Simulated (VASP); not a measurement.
OSZICAR of a VASP run on CuAu (L1_0):

**OSZICAR**
```
       N       E                     dE             d eps       ncg     rms          rms(c)
DAV:   1     0.128288601756E+03    0.12829E+03   -0.11347E+04  5303   0.213E+03
DAV:   2    -0.354670634830E+01   -0.13184E+03   -0.12633E+03  5167   0.336E+02
DAV:   3    -0.769051770809E+01   -0.41438E+01   -0.40958E+01  6337   0.709E+01
DAV:   4    -0.773256235845E+01   -0.42045E-01   -0.42035E-01  5667   0.589E+00
DAV:   5    -0.773387391542E+01   -0.13116E-02   -0.13115E-02  7717   0.115E+00    0.147E+01
DAV:   6    -0.706870944715E+01    0.66516E+00   -0.65687E+00  5108   0.783E+01    0.620E+00
DAV:   7    -0.685281036032E+01    0.21590E+00   -0.31915E+00  6190   0.857E+01    0.748E+00
DAV:   8    -0.673816885915E+01    0.11464E+00   -0.43452E-01  6057   0.202E+01    0.301E+00
DAV:   9    -0.673128386847E+01    0.68850E-02   -0.18951E-02  7854   0.245E+00    0.173E-01
DAV:  10    -0.673101740199E+01    0.26647E-03   -0.25258E-03  6394   0.151E+00    0.603E-02
DAV:  11    -0.673101035609E+01    0.70459E-05   -0.18790E-04  7791   0.418E-01    0.326E-02
DAV:  12    -0.673100634487E+01    0.40112E-05   -0.67302E-06  6375   0.721E-02    0.223E-03
DAV:  13    -0.673100622125E+01    0.12363E-06   -0.18232E-07  3290   0.120E-02
   1 F= -.18711889E+01 E0= -.18709009E+01  d E =-.187119E+01
```

Question: Which electronic solver shows in the log?

Answer: It is blocked Davidson (ALGO = Normal, or the opening steps of other solvers). The INCAR had ALGO = Normal.

Question: Can the final energy be trusted as converged?

Answer: The run converged. It stopped with EDIFF = 1E-6, NELM = 100, NSW = 40 and EDIFFG = -0.02 after 1 ionic step (PBE GGA, plane waves, VASP's PBE PAW potentials (set 64)).

The compound is CuAu in the L1_0 structure. It was relaxed first under an external pressure of 30 GPa.
